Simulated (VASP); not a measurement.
Input:

```
SrVO3
1.0
    3.92271     0.00000     0.00000
    0.00000     3.92271     0.00000
    0.00000     0.00000     3.92271
Sr V O
1 1 3
Direct
  0.00000   0.00000   0.00000
  0.50000   0.50000   0.50000
  0.50000   0.00000   0.50000
  0.00000   0.50000   0.50000
  0.50000   0.50000   0.00000
```

These are revTPSS meta-GGA, VASP's PBE PAW potentials (set 64) (plane waves; VASP) values and carry that method's errors. Settings: 520 eV cut-off, 8×8×8 Γ-centred mesh, first-order Methfessel-Paxton smearing of 0.10 eV, potentials Sr_sv V_sv O.

Task: Give the stress tensor in GPa (positive for a compressed cell).

Result: 
```
-9.88   0.00   0.00
 0.00  -9.88   0.00
 0.00   0.00  -9.88
```
The pressure is its mean diagonal, -9.88 GPa.

The compound is SrVO3 in the cubic perovskite structure. This cell is one point of a volume scan, at 1.06 of the reference volume. The run is not spin-polarised, so no magnetic state was tried. The electron count is odd and the run is not spin-polarised, which forces a metal.
